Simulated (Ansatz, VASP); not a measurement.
# MoS2 in two plane-wave programs, part 2 of 3

Aim: how closely do two programs agree when they are given the same cell, functional and k mesh? The cell is taken from a series of runs on this material, whose earlier steps may have relaxed, scaled, displaced or heated it; both programs get it as it stands.

VASP 6.6.1 and Ansatz 0.2.0.

So far: Starting point; Ansatz: zone-centre phonons, PBEsol, pair 1.

### Step 3. VASP: zone-centre phonons, PBEsol, pair 1

Level of this step: PBEsol, no spin polarisation; plane waves and PAW (Mo_sv, S) (VASP).

The same cell, functional, mesh and smearing now go to VASP, with its own data sets.

Lines of VASP's logs that name or quote its potential files are left out, and so is its time.

File INCAR:

```
SYSTEM = MoS2
PREC = Accurate
ENCUT = 500
EDIFF = 1E-08
NELM = 120
ISMEAR = 1
SIGMA = 0.2
LREAL = .FALSE.
ALGO = Normal
GGA = PS
NBANDS = 19
LASPH = .TRUE.
LORBIT = 11
LWAVE = .FALSE.
LCHARG = .FALSE.
ISIF = 2
IBRION = 8
GGA_COMPAT = .FALSE.
NELMDL = -8
KPAR = 2
```

File POSCAR:

```
MoS2
1.0
    3.1120395930      0.0000000000      0.0000000000
   -1.5560197965      2.7490074521      0.0000000000
    0.0000000000      0.0000000000     29.5040000000
Mo S
1 2
Direct
    0.0000000000      0.0000000000      0.3389370933
    0.3310328839      0.6620657678      0.3927805986
    0.6689671161      0.3379342322      0.2850935880
```

File KPOINTS:

```
Automatic mesh
0
Gamma
15 15 1
0 0 0
```

The projector-augmented-wave data sets are Mo_sv and S (PBE family, release 64).

On the command line:

```
mpirun -np 2 vasp_std
```

Numbers of over 12 decimals in the logs are rounded to 6 here.

What it wrote:

```text
[banner, memory and clock lines left out]
running    2 mpi-ranks, on    1 nodes
 distrk:  each k-point on    1 cores,    2 groups
 distr:  one band on    1 cores,    1 groups

 POSCAR found type information on POSCAR MoS
 POSCAR found :  2 types and       3 ions
|                                                                             |
|               ----> ADVICE to this user running VASP <----                  |
|                                                                             |
|     You enforced a specific xc type in the INCAR file but a different       |
|     [... a line on the potential file left out ...]
|     I HOPE YOU KNOW WHAT YOU ARE DOING!                                     |
|                                                                             |

 LDA part: xc-table for (Slater+PW92), standard interpolation
 POSCAR, INCAR and KPOINTS ok, starting setup
 FFT: planning ... GRIDC
 FFT: planning ... GRID_SOFT
 FFT: planning ... GRID
 WAVECAR not read
 entering main loop
       N       E                     dE             d eps       ncg     rms          rms(c)
DAV:   1     0.147188186923E+03    0.14719E+03   -0.12761E+04  3440   0.100E+03
DAV:   2    -0.112664213903E+02   -0.15845E+03   -0.15548E+03  3453   0.215E+02
DAV:   3    -0.239372384936E+02   -0.12671E+02   -0.12567E+02  3296   0.562E+01
DAV:   4    -0.241193427943E+02   -0.18210E+00   -0.18060E+00  3319   0.726E+00
DAV:   5    -0.241229545681E+02   -0.36118E-02   -0.36104E-02  3268   0.100E+00
DAV:   6    -0.241230932771E+02   -0.13871E-03   -0.13871E-03  3349   0.180E-01
DAV:   7    -0.241230993907E+02   -0.61136E-05   -0.61134E-05  3331   0.336E-02
DAV:   8    -0.241230997060E+02   -0.31522E-06   -0.31499E-06  3390   0.717E-03    0.246E+01
DAV:   9    -0.231520510549E+02    0.97105E+00   -0.14772E+01  2519   0.216E+01    0.944E+00
DAV:  10    -0.230599587707E+02    0.92092E-01   -0.11557E+01  2571   0.174E+01    0.704E+00
DAV:  11    -0.225611472573E+02    0.49881E+00   -0.25936E+00  2554   0.870E+00    0.173E+00
DAV:  12    -0.225683457874E+02   -0.71985E-02   -0.10097E-01  2988   0.185E+00    0.103E+00
DAV:  13    -0.225593622576E+02    0.89835E-02   -0.54390E-02  2721   0.130E+00    0.175E-01
DAV:  14    -0.225591173143E+02    0.24494E-03   -0.18019E-03  2879   0.262E-01    0.763E-02
[...]
DAV:  23    -0.225593866944E+02   -0.14266E-04   -0.53601E-07  2721   0.212E-03    0.731E-04
DAV:  24    -0.225593891601E+02   -0.24657E-05   -0.31719E-08  2787   0.661E-04    0.448E-04
DAV:  25    -0.225593931732E+02   -0.40131E-05   -0.11544E-07  2542   0.760E-04    0.330E-04
DAV:  26    -0.225593940164E+02   -0.84324E-06   -0.96392E-09  2628   0.320E-04    0.131E-04
DAV:  27    -0.225593942187E+02   -0.20224E-06   -0.34609E-10  2092   0.110E-04    0.105E-04
DAV:  28    -0.225593943436E+02   -0.12493E-06   -0.29665E-10  1994   0.119E-04    0.543E-05
DAV:  29    -0.225593943611E+02   -0.17543E-07    0.57846E-10  1828   0.444E-05    0.219E-05
DAV:  30    -0.225593943660E+02   -0.49076E-08    0.63238E-10  1548   0.265E-05
   1 F= -.22559394E+02 E0= -.22558446E+02  d E =-.284388E-02
 Linear response reoptimize wavefunctions to high precision
DAV:   1    -0.225593943673E+02   -0.12651E-08    0.65870E-10  1863   0.137E-05
DAV:   2    -0.225593943673E+02    0.40018E-10    0.65935E-10  1570   0.456E-06
 Linear response DOF=           6
 Linear response progress:
  Degree of freedom:   1/  6
       N       E                     dE             d eps       ncg     rms          rms(c)
RMM:   1    -0.768861375761E+00   -0.76886E+00    0.36035E+00  2624   0.205E+01
RMM:   2    -0.566270358922E+00    0.20259E+00   -0.27849E-01  3661   0.366E+00    0.137E-01
RMM:   3    -0.565836065320E+00    0.43429E-03   -0.62341E-03  4807   0.508E-01    0.708E-02
RMM:   4    -0.564832497658E+00    0.10036E-02   -0.65641E-04  5314   0.164E-01    0.262E-02
RMM:   5    -0.564635520598E+00    0.19698E-03   -0.98330E-05  5629   0.523E-02    0.727E-03
RMM:   6    -0.564667803509E+00   -0.32283E-04   -0.17372E-05  5172   0.181E-02    0.426E-03
RMM:   7    -0.564685507658E+00   -0.17704E-04   -0.10438E-05  5064   0.829E-03    0.156E-03
RMM:   8    -0.564708684911E+00   -0.23177E-04   -0.13896E-06  5010   0.412E-03    0.501E-04
RMM:   9    -0.564706257447E+00    0.24275E-05   -0.12887E-07  5237   0.180E-03    0.137E-04
RMM:  10    -0.564707238037E+00   -0.98059E-06    0.17009E-07  5714   0.887E-04    0.579E-05
RMM:  11    -0.564708524323E+00   -0.12863E-05   -0.16339E-07  5243   0.508E-04    0.118E-05
RMM:  12    -0.564708494162E+00    0.30161E-07    0.12746E-07  5795   0.270E-04    0.145E-05
RMM:  13    -0.564708770033E+00   -0.27587E-06   -0.10082E-07  5320   0.166E-04    0.967E-06
RMM:  14    -0.564709111694E+00   -0.34166E-06   -0.39953E-08  5307   0.112E-04    0.208E-06
RMM:  15    -0.564709136596E+00   -0.24902E-07   -0.15345E-07  5934   0.617E-05    0.154E-06
RMM:  16    -0.564709205188E+00   -0.68592E-07   -0.12531E-08  5424   0.419E-05    0.703E-07
RMM:  17    -0.564709208300E+00   -0.31116E-08   -0.13766E-08  5404   0.270E-05    0.286E-07
 first order change of Fermi-energy   0.38969E-02
 force on displaced ion       1 direction 1 :  -7.949   0.000   0.000
 Linear response progress:
  Degree of freedom:   2/  6
       N       E                     dE             d eps       ncg     rms          rms(c)
[...]
RMM:   3    -0.761028660018E+00    0.11611E-02   -0.83620E-03  4746   0.563E-01    0.123E-01
RMM:   4    -0.759927677076E+00    0.11010E-02   -0.90818E-04  5499   0.186E-01    0.707E-02
RMM:   5    -0.759494304855E+00    0.43337E-03   -0.14268E-04  5808   0.614E-02    0.741E-03
RMM:   6    -0.759599320910E+00   -0.10502E-03   -0.24407E-05  4933   0.216E-02    0.490E-03
RMM:   7    -0.759614294454E+00   -0.14974E-04   -0.78460E-06  5182   0.852E-03    0.129E-03
RMM:   8    -0.759629179849E+00   -0.14885E-04    0.16334E-06  5121   0.421E-03    0.888E-04
RMM:   9    -0.759630314002E+00   -0.11342E-05   -0.91726E-07  5073   0.207E-03    0.376E-04
RMM:  10    -0.759631118531E+00   -0.80453E-06   -0.86540E-07  5150   0.118E-03    0.271E-04
RMM:  11    -0.759633345783E+00   -0.22273E-05   -0.54206E-08  4929   0.935E-04    0.127E-04
RMM:  12    -0.759633054242E+00    0.29154E-06   -0.31414E-07  4831   0.515E-04    0.626E-05
RMM:  13    -0.759632105379E+00    0.94886E-06   -0.46987E-07  4749   0.459E-04    0.615E-05
RMM:  14    -0.759632675194E+00   -0.56982E-06   -0.22825E-07  4792   0.283E-04    0.229E-05
RMM:  15    -0.759632863780E+00   -0.18859E-06   -0.18455E-07  5285   0.149E-04    0.147E-05
RMM:  16    -0.759633201997E+00   -0.33822E-06    0.48902E-08  5029   0.136E-04    0.115E-05
RMM:  17    -0.759633166402E+00    0.35594E-07    0.17681E-07  5452   0.654E-05    0.124E-05
RMM:  18    -0.759633111664E+00    0.54739E-07   -0.11266E-08  4722   0.518E-05    0.571E-06
RMM:  19    -0.759633115168E+00   -0.35042E-08    0.91381E-09  4915   0.277E-05    0.268E-06
 first order change of Fermi-energy  -0.13763E-02
 force on displaced ion       1 direction 3 :   0.000   0.396 -23.065
 Linear response progress:
  Degree of freedom:   4/  6
       N       E                     dE             d eps       ncg     rms          rms(c)
RMM:   1    -0.103369634584E+00   -0.10337E+00   -0.12328E-01 10622   0.175E+00
RMM:   2    -0.902708676524E-01    0.13099E-01   -0.11846E-02  7227   0.549E-01    0.117E-01
RMM:   3    -0.906787286399E-01   -0.40786E-03   -0.57587E-04  7155   0.124E-01    0.649E-02
RMM:   4    -0.909699695525E-01   -0.29124E-03   -0.10139E-04  7359   0.523E-02    0.128E-02
RMM:   5    -0.909491874401E-01    0.20782E-04   -0.46489E-06  7698   0.121E-02    0.573E-03
RMM:   6    -0.909304202664E-01    0.18767E-04   -0.24354E-07  7293   0.457E-03    0.248E-03
RMM:   7    -0.909322801733E-01   -0.18599E-05   -0.24971E-07  7122   0.189E-03    0.147E-03
RMM:   8    -0.909400910499E-01   -0.78109E-05   -0.37031E-09  7117   0.117E-03    0.393E-04
RMM:   9    -0.909398664590E-01    0.22459E-06    0.29025E-08  8214   0.296E-04    0.151E-04
RMM:  10    -0.909392976533E-01    0.56881E-06   -0.14833E-11  7585   0.795E-05    0.477E-05
RMM:  11    -0.909391550685E-01    0.14258E-06   -0.49432E-09  8094   0.458E-05    0.902E-06
RMM:  12    -0.909392360605E-01   -0.80992E-07   -0.49928E-09  7931   0.191E-05    0.459E-06
RMM:  13    -0.909392369795E-01   -0.91902E-09    0.15323E-08  7944   0.113E-05    0.123E-06
 first order change of Fermi-energy  -0.19210E-02
 force on displaced ion       2 direction 1 :  -6.070   0.044  -0.003
 Linear response progress:
  Degree of freedom:   5/  6
       N       E                     dE             d eps       ncg     rms          rms(c)
RMM:   1    -0.104956489634E+00   -0.10496E+00   -0.12764E-01  5994   0.176E+00
RMM:   2    -0.912718178915E-01    0.13685E-01   -0.12392E-02  4067   0.561E-01    0.120E-01
RMM:   3    -0.916806471664E-01   -0.40883E-03   -0.57260E-04  4040   0.128E-01    0.663E-02
RMM:   4    -0.919709391111E-01   -0.29029E-03   -0.92154E-05  4180   0.538E-02    0.152E-02
RMM:   5    -0.919643548397E-01    0.65843E-05   -0.13016E-05  4080   0.181E-02    0.108E-02
RMM:   6    -0.919457773034E-01    0.18578E-04   -0.12822E-06  3959   0.101E-02    0.356E-03
RMM:   7    -0.919397961627E-01    0.59811E-05   -0.43439E-07  4495   0.349E-03    0.172E-03
RMM:   8    -0.919447363677E-01   -0.49402E-05   -0.17271E-08  4187   0.983E-04    0.788E-04
RMM:   9    -0.919487725758E-01   -0.40362E-05    0.20495E-08  4366   0.715E-04    0.120E-04
RMM:  10    -0.919483410966E-01    0.43148E-06    0.13951E-08  4349   0.150E-04    0.588E-05
RMM:  11    -0.919479157452E-01    0.42535E-06   -0.10260E-08  4286   0.764E-05    0.175E-05
RMM:  12    -0.919480049480E-01   -0.89203E-07   -0.12794E-08  4557   0.287E-05    0.527E-06
RMM:  13    -0.919480252052E-01   -0.20257E-07    0.81126E-09  4489   0.153E-05    0.160E-06
RMM:  14    -0.919480182906E-01    0.69146E-08    0.97541E-09  3903   0.104E-05    0.985E-07
 first order change of Fermi-energy   0.35268E-01
 force on displaced ion       2 direction 2 :  -0.000  -5.667   0.163
 Linear response progress:
  Degree of freedom:   6/  6
       N       E                     dE             d eps       ncg     rms          rms(c)
RMM:   1    -0.175784049064E+00   -0.17578E+00   -0.12471E-01  6103   0.188E+00
RMM:   2    -0.158137968597E+00    0.17646E-01   -0.14861E-02  4057   0.622E-01    0.357E-01
RMM:   3    -0.158321656481E+00   -0.18369E-03   -0.94987E-04  3911   0.174E-01    0.248E-01
RMM:   4    -0.158751069198E+00   -0.42941E-03   -0.66016E-04  3783   0.148E-01    0.857E-02
RMM:   5    -0.158512197723E+00    0.23887E-03   -0.33435E-04  3766   0.108E-01    0.349E-02
RMM:   6    -0.158524725789E+00   -0.12528E-04   -0.18308E-05  4031   0.258E-02    0.852E-03
RMM:   7    -0.158520130900E+00    0.45949E-05   -0.14631E-06  4356   0.711E-03    0.400E-03
RMM:   8    -0.158519885818E+00    0.24508E-06   -0.41149E-08  4284   0.151E-03    0.194E-03
RMM:   9    -0.158522207606E+00   -0.23218E-05    0.25440E-08  4243   0.710E-04    0.789E-04
RMM:  10    -0.158523240466E+00   -0.10329E-05    0.36496E-08  4369   0.327E-04    0.176E-04
RMM:  11    -0.158522891133E+00    0.34933E-06    0.44278E-08  4115   0.158E-04    0.268E-05
RMM:  12    -0.158523018658E+00   -0.12752E-06    0.46180E-08  4469   0.520E-05    0.171E-05
RMM:  13    -0.158523285655E+00   -0.26700E-06    0.60179E-08  4371   0.696E-05    0.212E-05
RMM:  14    -0.158523298717E+00   -0.13062E-07    0.36790E-08  4264   0.276E-05    0.116E-05
RMM:  15    -0.158523391376E+00   -0.92659E-07    0.50201E-08  4622   0.546E-05    0.802E-06
RMM:  16    -0.158523412786E+00   -0.21410E-07    0.49077E-08  4433   0.255E-05    0.273E-06
RMM:  17    -0.158523416864E+00   -0.40777E-08    0.77919E-08  4206   0.123E-05    0.163E-06
 first order change of Fermi-energy  -0.47145E+00
 force on displaced ion       2 direction 3 :   0.000   0.198 -13.332
 Linear response finished
```

From OUTCAR (step 3):

```text
ion  position               nearest neighbor table
   1  0.000  0.000  0.339-   3 2.41   3 2.41   2 2.41   2 2.41   3 2.42   2 2.42
   2  0.331  0.662  0.393-   1 2.41   1 2.41   1 2.42
   3  0.669  0.338  0.285-   1 2.41   1 2.41   1 2.42

  LATTYP: Found a base centered orthorhombic cell.
 ALAT       =     3.1120395930
 B/A-ratio  =     1.7666918238
 C/A-ratio  =     9.4805991757

 Subroutine GETGRP returns: Found  4 space group operations
 (whereof  2 operations were pure point group operations)

The static configuration has the point symmetry C_1h.
 The point group associated with its full space group is C_2h.

 Found     64 irreducible k-points:

   k-points           NKPTS =     64   k-points in BZ     NKDIM =     64   number of bands    NBANDS=     19

   dimension x,y,z NGX =    24 NGY =   24 NGZ =  216
   dimension x,y,z NGXF=    48 NGYF=   48 NGZF=  432

   ENCUT  =  500.0 eV  36.75 Ry    6.06 a.u.   5.67  5.76 53.79*2*pi/ulx,y,z

   NELECT =      26.0000    total number of electrons

 k-points in reciprocal lattice and weights: Automatic mesh
   0.00000000  0.00000000  0.00000000       0.004
   0.06666667  0.00000000  0.00000000       0.018
   0.13333333  0.00000000  0.00000000       0.018
   0.20000000  0.00000000  0.00000000       0.018
   0.26666667  0.00000000  0.00000000       0.018
   0.33333333  0.00000000  0.00000000       0.018
   0.40000000  0.00000000  0.00000000       0.018
   0.46666667  0.00000000  0.00000000       0.018
   0.00000000  0.06666667  0.00000000       0.009
[...]
0.00000000  0.46666667  0.00000000       0.009
   0.06666667  0.46666667  0.00000000       0.009

 average (electrostatic) potential at core
       1 -84.6258       2 -94.5337       3 -94.5337

  Total        0.1541317     -0.9728113     -0.0106397      0.0000000      0.0010976      0.0000000
  in kB        0.9783646     -6.1750042     -0.0675365      0.0000000      0.0069674      0.0000000
  external PRESSURE =      -1.7547254 kB  Pullay stress =       0.0000000 kB

  energy-cutoff  :      500.00
  volume of cell :      252.41
      direct lattice vectors                 reciprocal lattice vectors
     3.112039593  0.000000000  0.000000000     0.321332673  0.181883829  0.000000000
    -1.556019796  2.749007452  0.000000000     0.000000000  0.363767657  0.000000000
     0.000000000  0.000000000 29.504000000     0.000000000  0.000000000  0.033893709

 POSITION                                       TOTAL-FORCE (eV/Angst)
 -----------------------------------------------------------------------------------
      0.00000      0.00000     10.00000         0.000000      0.000000     -0.000000
      0.00000      1.82002     11.58860         0.000000      0.000343      0.003615
      1.55602      0.92898      8.41140        -0.000000     -0.000343     -0.003615
 -----------------------------------------------------------------------------------
    total drift:                               -0.000000     -0.000000      0.000038

 Eigenvectors and eigenvalues of the dynamical matrix
 ----------------------------------------------------

   1 f  =   12.107201 THz    76.071786 2PiTHz  403.852745 cm-1    50.071336 meV
             X         Y         Z           dx          dy          dz
      0.000000  0.000000 10.000000     0.000000    0.015306   -0.633062
      0.000000  1.820024 11.588599     0.000000   -0.012758    0.547116
      1.556020  0.928984  8.411401    -0.000000   -0.012758    0.547116

   2 f  =   10.746719 THz    67.523629 2PiTHz  358.471969 cm-1    44.444840 meV
             X         Y         Z           dx          dy          dz
      0.000000  0.000000 10.000000     0.000000    0.000000    0.000000
      0.000000  1.820024 11.588599     0.000000   -0.016740    0.706909
      1.556020  0.928984  8.411401    -0.000000    0.016740   -0.706909

   3 f  =    7.898316 THz    49.626580 2PiTHz  263.459447 cm-1    32.664794 meV
             X         Y         Z           dx          dy          dz
      0.000000  0.000000 10.000000     0.000000   -0.000000    0.000000
      0.000000  1.820024 11.588599     0.707107   -0.000000   -0.000000
      1.556020  0.928984  8.411401    -0.707107    0.000000    0.000000

   4 f  =    7.830116 THz    49.198067 2PiTHz  261.184543 cm-1    32.382742 meV
             X         Y         Z           dx          dy          dz
      0.000000  0.000000 10.000000    -0.000000    0.000000   -0.000000
      0.000000  1.820024 11.588599     0.000000    0.706909    0.016740
      1.556020  0.928984  8.411401    -0.000000   -0.706909   -0.016740

   5 f  =    7.099127 THz    44.605129 2PiTHz  236.801381 cm-1    29.359616 meV
             X         Y         Z           dx          dy          dz
      0.000000  0.000000 10.000000    -0.633878    0.000000   -0.000000
      0.000000  1.820024 11.588599     0.546900   -0.000000    0.000000
      1.556020  0.928984  8.411401     0.546900    0.000000   -0.000000

   6 f  =    6.467289 THz    40.635175 2PiTHz  215.725540 cm-1    26.746546 meV
             X         Y         Z           dx          dy          dz
      0.000000  0.000000 10.000000    -0.000000   -0.633849   -0.015515
      0.000000  1.820024 11.588599     0.000000    0.546661    0.012637
      1.556020  0.928984  8.411401     0.000000    0.546661    0.012637

   7 f/i=    0.005873 THz     0.036899 2PiTHz    0.195890 cm-1     0.024287 meV
             X         Y         Z           dx          dy          dz
      0.000000  0.000000 10.000000    -0.000000   -0.187562    0.750881
      0.000000  1.820024 11.588599    -0.000000   -0.108127    0.434520
      1.556020  0.928984  8.411401    -0.000000   -0.108127    0.434520

   8 f/i=    0.008378 THz     0.052643 2PiTHz    0.279470 cm-1     0.034650 meV
             X         Y         Z           dx          dy          dz
      0.000000  0.000000 10.000000     0.773433   -0.000000    0.000000
      0.000000  1.820024 11.588599     0.448220   -0.000000    0.000000
      1.556020  0.928984  8.411401     0.448220   -0.000000    0.000000

   9 f/i=    0.010498 THz     0.065961 2PiTHz    0.350176 cm-1     0.043416 meV
             X         Y         Z           dx          dy          dz
      0.000000  0.000000 10.000000     0.000000    0.750214    0.187536
      0.000000  1.820024 11.588599     0.000000    0.435095    0.108149
      1.556020  0.928984  8.411401     0.000000    0.435095    0.108149

 ELASTIC MODULI CONTR FROM IONIC RELAXATION (kBar)
 Direction    XX          YY          ZZ          XY          YZ          ZX
 --------------------------------------------------------------------------------
 XX        -192.0921   -118.1713   -273.2390     -0.0000    103.9691      0.0000
 YY        -118.1713   -195.5897   -276.5318     -0.0000    -97.3727      0.0000
 ZZ        -273.2390   -276.5318   -484.3529     -0.0000      5.5301      0.0000
 XY          -0.0000     -0.0000     -0.0000    -45.2047     -0.0000    101.2902
 YZ         103.9691    -97.3727      5.5301     -0.0000   -268.0682      0.0000
 ZX           0.0000      0.0000      0.0000    101.2902      0.0000   -226.9610
 --------------------------------------------------------------------------------
```

### Step 4. Differences

Known differences besides the potentials themselves: Ansatz cuts the interaction across the vacuum, VASP repeats the sheet without a dipole correction; the cutoff is 420 eV in Ansatz and 500 eV in VASP; Ansatz makes its cores anew for this functional, VASP keeps those of its PBE data sets. Total energies have different zeros and are not compared.

Both answers:

```
             quantity  Ansatz   VASP  difference
optical mode 1 (cm⁻¹)   214.6  215.7     -0.52 %
optical mode 2 (cm⁻¹)   236.4  236.8     -0.18 %
optical mode 3 (cm⁻¹)   260.6  261.2     -0.22 %
optical mode 4 (cm⁻¹)   261.9  263.5     -0.61 %
optical mode 5 (cm⁻¹)   358.3  358.5     -0.06 %
optical mode 6 (cm⁻¹)   402.6  403.9     -0.30 %
```

Modes are paired by rising frequency, not by their patterns, so a pair may set unlike modes beside each other; they are those without the splitting of longitudinal modes. Where the cell holds vacuum, a pressure given here is an average over it and none of the material.

[end of part 2 of 3]

[Lines on the potential files, build, host, timing and source positions are cut from VASP's logs without a mark.]

[Logs are printed without paths, hosts, clocks, repeated set-up lines and the standing remarks that a program may print on its own settings, such as how far it seeks lower states.]

[Hosts, paths, dates, database ids (printed as entryN), source tags and the programs' standing remarks are cut or masked in the printed files.]
